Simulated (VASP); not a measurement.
NaLaMnMoO6:

```
Na La Mn Mo O
1.0
     4.97775   -2.88146    0.02055
     4.97775    2.88146    0.02055
    -3.06086    0.00000    4.59785
Na La Mn Mo O
1 1 1 1 6
Direct
  0.99482 0.99482 0.49994
  0.75307 0.75307 0.78825
  0.25016 0.25016 0.19811
  0.49867 0.49867 0.99722
  0.30338 0.30338 0.61396
  0.32902 0.82850 0.87649
  0.19558 0.63630 0.15354
  0.63630 0.19558 0.15354
  0.82850 0.32902 0.87649
  0.71050 0.71050 0.34246
```

The cell was built by a generator and needn't be a form met in nature.

Program: VASP 6.6.1. Alike in all runs: potentials or basis VASP PAW PBE potentials, release 64 (Na_pv, La, Mn_pv, Mo_sv, O); spin collinear, ferromagnetic start; cell as given; cutoff (eV) 520.

Q: Order these runs on this cell by their band gap on the k mesh, lowest first.
A. level PBE; k mesh 6 × 6 × 6; smearing fermi-dirac 0.05 eV; mesh quality not flagged
B. level r2SCAN0; k mesh 3 × 3 × 3; smearing tetrahedron; grid for exact exchange (PRECFOCK) Normal; exchange at q = 0 truncated; mesh quality coarse
C. level HSE06; k mesh 3 × 3 × 3; smearing tetrahedron; grid for exact exchange (PRECFOCK) Fast; screening parameter 0.2 1/A; mesh quality coarse
D. level PBE0; k mesh 3 × 3 × 3; smearing tetrahedron; grid for exact exchange (PRECFOCK) Fast; exchange at q = 0 default; mesh quality coarse

A: A (0.92 eV), C (2.70 eV), D (3.44 eV), B (3.72 eV).

Caveats: some runs use coarse meshes; spin-orbit coupling is left out, which moves the levels of the heavy elements; a cell with one magnetic atom can't hold antiferromagnetic order, which such compounds often take; an odd mesh through Γ misses points on the zone boundary, where band edges often lie (some runs).

Not every run made on this cell is shown here.
